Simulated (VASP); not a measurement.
Calculation: r2SCAN meta-GGA, VASP's PBE PAW potentials (set 64) (plane waves; VASP).

VASP input:

### INCAR
```
# general
SYSTEM  = Cu
PREC    = Accurate
ENCUT   = 480
LREAL   = .FALSE.   # projection in real space or not
LASPH   = .TRUE.

# electronic loop
EDIFF   = 1E-7   # SCF stop (eV)
NELM    = 100   # most electronic steps
ALGO    = Normal   # blocked Davidson
LMAXMIX = 4   # l cut-off of mixed one-centre charges
LMIXTAU = .TRUE.

# smearing
ISMEAR  = 1
SIGMA   = 0.1   # width (eV)

# functional
METAGGA = R2SCAN

# ions
ISIF    = 2   # forces and stress, cell fixed

# output
LWAVE   = .FALSE.
LCHARG  = .FALSE.
```

**POSCAR**
```
Cu
1.0
  0.0000000000   1.7883426924   1.7883426924
  1.7883426924   0.0000000000   1.7883426924
  1.7883426924   1.7883426924   0.0000000000
Cu
1
Cartesian
  0.0000000000   0.0000000000   0.0000000000
```

File KPOINTS:
```
Automatic mesh
0
Gamma
16 16 16
0 0 0
```

POTCAR, in this order: Cu (PBE.64 set). Program: vasp_std.

Output

**OSZICAR**
```
       N       E                     dE             d eps       ncg     rms          rms(c)
DAV:   1     0.278431245829E+02    0.27843E+02   -0.56175E+03  2667   0.199E+03
DAV:   2    -0.128753861114E+02   -0.40719E+02   -0.38352E+02  2622   0.200E+02
DAV:   3    -0.133623130659E+02   -0.48693E+00   -0.48559E+00  3227   0.317E+01
DAV:   4    -0.133658080951E+02   -0.34950E-02   -0.34946E-02  3200   0.237E+00
DAV:   5    -0.133658567178E+02   -0.48623E-04   -0.48624E-04  3162   0.227E-01    0.783E+00
DAV:   6    -0.114157124812E+02    0.19501E+01   -0.27727E+01  2765   0.128E+02    0.566E+00
DAV:   7    -0.108366699370E+02    0.57904E+00   -0.57003E+00  2802   0.546E+01    0.530E-01
DAV:   8    -0.108327658457E+02    0.39041E-02   -0.12223E-01  3000   0.805E+00    0.919E-01
DAV:   9    -0.108252841747E+02    0.74817E-02   -0.13940E-01  3397   0.861E+00    0.554E-02
DAV:  10    -0.108262040953E+02   -0.91992E-03   -0.15958E-03  3101   0.551E-01    0.106E-01
DAV:  11    -0.108261676182E+02    0.36477E-04   -0.56651E-04  3636   0.459E-01    0.336E-02
DAV:  12    -0.108261852813E+02   -0.17663E-04   -0.35218E-04  2842   0.388E-01    0.245E-02
DAV:  13    -0.108261878214E+02   -0.25401E-05   -0.90942E-05  2833   0.192E-01    0.228E-03
DAV:  14    -0.108261893882E+02   -0.15668E-05   -0.44032E-07  2872   0.925E-03    0.216E-03
DAV:  15    -0.108261889807E+02    0.40748E-06   -0.10614E-06  2877   0.245E-02    0.240E-04
DAV:  16    -0.108261893858E+02   -0.40511E-06   -0.83494E-08  1564   0.399E-03    0.515E-04
DAV:  17    -0.108261893209E+02    0.64943E-07   -0.28169E-08  1372   0.349E-03
   1 F= -.10826189E+02 E0= -.10826182E+02  d E =-.224768E-04
```

OUTCAR:
```
------------------------ aborting loop because EDIFF is reached ----------------------------------------
  FORCE on cell =-STRESS in cart. coord.  units (eV):
  Direction    XX          YY          ZZ          XY          YZ          ZX
  --------------------------------------------------------------------------------------
  Total        0.0326711      0.0326711      0.0326711     -0.0000000      0.0000000     -0.0000000
  in kB        4.5760635      4.5760635      4.5760635     -0.0000000      0.0000000     -0.0000000
  external PRESSURE =       4.5760635 kB  Pullay stress =       0.0000000 kB
  volume of cell :       11.44
      direct lattice vectors                 reciprocal lattice vectors
     0.000000000  1.788342692  1.788342692    -0.279588472  0.279588472  0.279588472
     1.788342692  0.000000000  1.788342692     0.279588472 -0.279588472  0.279588472
     1.788342692  1.788342692  0.000000000     0.279588472  0.279588472 -0.279588472
 POSITION                                       TOTAL-FORCE (eV/Angst)
 -----------------------------------------------------------------------------------
      0.00000      0.00000      0.00000         0.000000      0.000000      0.000000
 -----------------------------------------------------------------------------------
    total drift:                                0.000000     -0.000000      0.000000
  FREE ENERGIE OF THE ION-ELECTRON SYSTEM (eV)
  ---------------------------------------------------
  free  energy   TOTEN  =       -10.8261893209 eV

  energy  without entropy=      -10.8261668441  energy(sigma->0) =      -10.82618183
```
(Selected blocks of OUTCAR.)

### OUTCAR
```
 val. band max:        7.7450687050   @ k =   0.5000   0.1875   0.0625

 cond. band min:       7.8233215099   @ k =   0.5000   0.3125   0.1250


 Fermi energy:         7.7541158264

 k-point     1 :       0.0000    0.0000    0.0000
  band No.  band energies     occupation
      1      -2.1255      2.00000
      2       4.5617      2.00000
      3       4.5618      2.00000
      4       4.5618      2.00000
      5       5.4200      2.00000
      6       5.4200      2.00000
      7      31.4458      0.00000
      8      34.7326      0.00000
      9      34.7326      0.00000

 k-point     2 :       0.0625    0.0000    0.0000
  band No.  band energies     occupation
      1      -1.9742      2.00000
      2       4.5287      2.00000
      3       4.5904      2.00000
      4       4.5905      2.00000
      5       5.4087      2.00000
      6       5.4087      2.00000
      7      30.6421      0.00000
      8      32.9944      0.00000
      9      34.2371      0.00000

 k-point     3 :       0.1250    0.0000    0.0000
  band No.  band energies     occupation
      1      -1.5269      2.00000
      2       4.4411      2.00000
      3       4.6610      2.00000
      4       4.6612      2.00000
      5       5.3891      2.00000
      6       5.3892      2.00000
      7      27.7323      0.00000
      8      32.2741      0.00000
      9      33.4215      0.00000

 k-point     4 :       0.1875    0.0000    0.0000
  band No.  band energies     occupation
      1      -0.8076      2.00000
      2       4.3352      2.00000
      3       4.7237      2.00000
      4       4.7239      2.00000
      5       5.4074      2.00000
      6       5.4075      2.00000
      7      24.3487      0.00000
      8      31.9050      0.00000
      9      32.7030      0.00000

 k-point     5 :       0.2500    0.0000    0.0000
  band No.  band energies     occupation
      1       0.1263      2.00000
      2       4.2807      2.00000
      3       4.7215      2.00000
...
```

The compound is Cu in the fcc structure. It was relaxed first.
